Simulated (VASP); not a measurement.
Level of theory: rev-vdW-DF2, VASP's PBE PAW potentials (set 64) (plane waves; VASP).

A VASP calculation is set up with these files.

File POSCAR:
```
Sn
1.0
 -2.9150000000   2.9150000000   1.5900000000
  2.9150000000  -2.9150000000   1.5900000000
  2.9150000000   2.9150000000  -1.5900000000
Sn
2
Cartesian
  2.9150000000   0.0000000000   0.7950000000
  0.0000000000   0.0000000000   0.0000000000
```

**INCAR**
```
SYSTEM = Sn
PREC = Accurate
ENCUT = 520
EDIFF = 1E-6
NELM = 100
ALGO = Normal
LREAL = .FALSE.
LASPH = .TRUE.
ISMEAR = 1
SIGMA = 0.1
GGA = MK
PARAM1 = 0.1234568
PARAM2 = 0.7114
ZAB_VDW = -1.8867
LUSE_VDW = .TRUE.
AGGAC = 0.0
LMAXMIX = 4
LWAVE = .FALSE.
LCHARG = .FALSE.
IBRION = 2
ISIF = 3
NSW = 60
EDIFFG = -0.01
```

KPOINTS:
```
Automatic mesh
0
Gamma
12 12 12
0 0 0
```

POTCAR, in this order: Sn_d (PBE.64 set). Program: vasp_std.

Output of the run:

OSZICAR:
```
       N       E                     dE             d eps       ncg     rms          rms(c)
DAV:   1     0.208750151476E+03    0.20875E+03   -0.15019E+04  5888   0.243E+03
DAV:   2     0.161683562708E+02   -0.19258E+03   -0.19036E+03  5870   0.451E+02
DAV:   3    -0.143365454394E+01   -0.17602E+02   -0.17395E+02  6630   0.140E+02
DAV:   4    -0.197388453011E+01   -0.54023E+00   -0.53814E+00  6696   0.267E+01
DAV:   5    -0.199481991929E+01   -0.20935E-01   -0.20929E-01  7886   0.482E+00    0.227E+00
DAV:   6    -0.197827439570E+01    0.16546E-01   -0.35450E-02  7614   0.291E+00    0.125E+00
DAV:   7    -0.197438363821E+01    0.38908E-02   -0.20687E-02  7580   0.216E+00    0.164E-01
DAV:   8    -0.197440124757E+01   -0.17609E-04   -0.20702E-03  6668   0.669E-01    0.383E-02
DAV:   9    -0.197441172119E+01   -0.10474E-04   -0.59315E-05  7486   0.816E-02    0.141E-02
DAV:  10    -0.197441143141E+01    0.28978E-06   -0.94152E-06  7174   0.438E-02
   1 F= -.19744114E+01 E0= -.19742510E+01  d E =-.197441E+01
       N       E                     dE             d eps       ncg     rms          rms(c)
DAV:   1    -0.247353088667E+01   -0.49912E+00   -0.11605E+01  6396   0.621E+01    0.371E+00
DAV:   2    -0.208034366472E+01    0.39319E+00   -0.67033E-01  7054   0.142E+01    0.169E+00
DAV:   3    -0.198739945582E+01    0.92944E-01   -0.31202E-01  7668   0.914E+00    0.196E-01
DAV:   4    -0.198330303378E+01    0.40964E-02   -0.11135E-02  6740   0.147E+00    0.751E-02
DAV:   5    -0.198274006287E+01    0.56297E-03   -0.64717E-04  7600   0.309E-01    0.342E-02
DAV:   6    -0.198269919848E+01    0.40864E-04   -0.84768E-05  6472   0.146E-01    0.593E-03
DAV:   7    -0.198269827355E+01    0.92493E-06   -0.25355E-06  5354   0.153E-02
   2 F= -.19826983E+01 E0= -.19826019E+01  d E =-.828684E-02
       N       E                     dE             d eps       ncg     rms          rms(c)
DAV:   1    -0.200599566671E+01   -0.23296E-01   -0.50532E-01  6390   0.122E+01    0.805E-01
DAV:   2    -0.198764494415E+01    0.18351E-01   -0.32878E-02  6972   0.313E+00    0.359E-01
DAV:   3    -0.198354803322E+01    0.40969E-02   -0.13019E-02  7682   0.189E+00    0.445E-02
DAV:   4    -0.198337266851E+01    0.17536E-03   -0.40048E-04  6164   0.267E-01    0.144E-02
DAV:   5    -0.198335769967E+01    0.14969E-04   -0.25120E-05  7568   0.449E-02    0.661E-03
DAV:   6    -0.198335757893E+01    0.12074E-06   -0.16220E-06  3394   0.206E-02
   3 F= -.19833576E+01 E0= -.19832380E+01  d E =-.894615E-02
```

OUTCAR:
```
------------------------ aborting loop because EDIFF is reached ----------------------------------------
  FORCE on cell =-STRESS in cart. coord.  units (eV):
  Direction    XX          YY          ZZ          XY          YZ          ZX
  --------------------------------------------------------------------------------------
  Total        0.0073281      0.0073281      0.0152501      0.0000000     -0.0000000      0.0000000
  in kB        0.2104392      0.2104392      0.4379365      0.0000000     -0.0000000      0.0000000
  external PRESSURE =       0.2862716 kB  Pullay stress =       0.0000000 kB
  volume of cell :       55.79
      direct lattice vectors                 reciprocal lattice vectors
    -2.947737852  2.947737852  1.605222334     0.000000000  0.169621596  0.311483331
     2.947737852 -2.947737852  1.605222334     0.169621596  0.000000000  0.311483331
     2.947737852  2.947737852 -1.605222334     0.169621596  0.169621596  0.000000000
 POSITION                                       TOTAL-FORCE (eV/Angst)
 -----------------------------------------------------------------------------------
      2.94774      0.00000      0.80261        -0.000000      0.000000     -0.000000
      0.00000      0.00000      0.00000         0.000000     -0.000000      0.000000
 -----------------------------------------------------------------------------------
    total drift:                               -0.000000     -0.000000      0.000000
  FREE ENERGIE OF THE ION-ELECTRON SYSTEM (eV)
  ---------------------------------------------------
  free  energy   TOTEN  =        -1.9833575789 eV

  energy  without entropy=       -1.9829988023  energy(sigma->0) =       -1.98323799

 reached required accuracy - stopping structural energy minimisation
```
(Selected blocks of OUTCAR.)

File CONTCAR:
```
Sn
   1.00000000000000
    -2.9477378517821107    2.9477378517821107    1.6052223338641041
     2.9477378517821107   -2.9477378517821107    1.6052223338641041
     2.9477378517821107    2.9477378517821107   -1.6052223338641041
  Sn
     2
Direct
     0.2500000000000000    0.7500000000000000    0.5000000000000000
     0.0000000000000000    0.0000000000000000    0.0000000000000000
```

**OUTCAR**
```
 val. band max:        7.5002097260   @ k =  -0.2500   0.2500   0.2500

 cond. band min:       7.5239450031   @ k =  -0.3333  -0.4167   0.0833


 Fermi energy:         7.5193129305

 k-point     1 :       0.0000    0.0000    0.0000
  band No.  band energies     occupation
      1     -14.0387      2.00000
      2     -13.9628      2.00000
      3     -13.9189      2.00000
      4     -13.9111      2.00000
      5     -13.7726      2.00000
      6     -13.7726      2.00000
      7     -13.7626      2.00000
      8     -13.7626      2.00000
      9     -13.6800      2.00000
     10     -13.5792      2.00000
     11      -3.4175      2.00000
     12       3.7133      2.00000
     13       5.6265      2.00000
     14       5.6265      2.00000
     15      10.6784      0.00000
     16      13.5472      0.00000
     17      13.5472      0.00000
     18      14.1186      0.00000

 k-point     2 :       0.0833    0.0000    0.0000
  band No.  band energies     occupation
      1     -14.0347      2.00000
      2     -13.9498      2.00000
      3     -13.9143      2.00000
      4     -13.8960      2.00000
      5     -13.7816      2.00000
      6     -13.7802      2.00000
      7     -13.7639      2.00000
      8     -13.7631      2.00000
      9     -13.6822      2.00000
     10     -13.5835      2.00000
     11      -3.2835      2.00000
     12       3.5545      2.00000
     13       5.6397      2.00000
     14       6.0380      2.00000
     15      10.9034      0.00000
     16      12.7545      0.00000
     17      13.1010      0.00000
     18      13.3869      0.00000

 k-point     3 :       0.1667    0.0000    0.0000
  band No.  band energies     occupation
      1     -14.0227      2.00000
      2     -13.9166      2.00000
      3     -13.9017      2.00000
      4     -13.8616      2.00000
      5     -13.8013      2.00000
      6     -13.7873      2.00000
      7     -13.7722      2.00000
      8     -13.7702      2.00000
      9     -13.6888      2.00000
...
```

Energy and stress use the plane-wave basis of the starting cell. Unless said otherwise, spin-orbit coupling is left out, though it shifts the bands of the heavy elements here.

The compound is Sn in the beta structure. This run relaxes it. Symmetry was kept, so distortions that lower it aren't found.
